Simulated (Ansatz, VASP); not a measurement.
# One calculation of ZnRe, two programs

```
Re Zn
1.0
     2.74822    0.00000    0.00000
    -1.37411    2.38003    0.00000
     0.00000    0.00000    4.49407
Re Zn
1 1
Cartesian
  0.0000 0.0000 2.2470
  1.3741 0.7933 0.0000
```

Alike in both runs: task single point; functional LDA; k mesh 11 × 11 × 6; occupations gaussian, width 0.1 eV; no spin polarisation.

|  | VASP | Ansatz |
| --- | --- | --- |
| version | VASP 6.6.1 | Ansatz 0.2.0 |
| potentials or method | VASP PAW LDA potentials, release 64 (Re, Zn), cutoff 520 eV | all-electron LAPW, scalar-relativistic |

```tsv
	VASP	Ansatz	Ansatz less VASP
gap on the k mesh at the Fermi level (eV)	none	none	-
pressure (GPa)	-13.4	-14.1	-0.72
largest component of the traceless stress (GPa)	0.02	0.15	+0.132
```

A gap of «none» marks a metal or a gap that the smearing closes. Ansatz ran all-electron here, so the differences hold the error of VASP's frozen core and of both bases.

The runs have no spin-orbit coupling, so splittings on Re are missing.
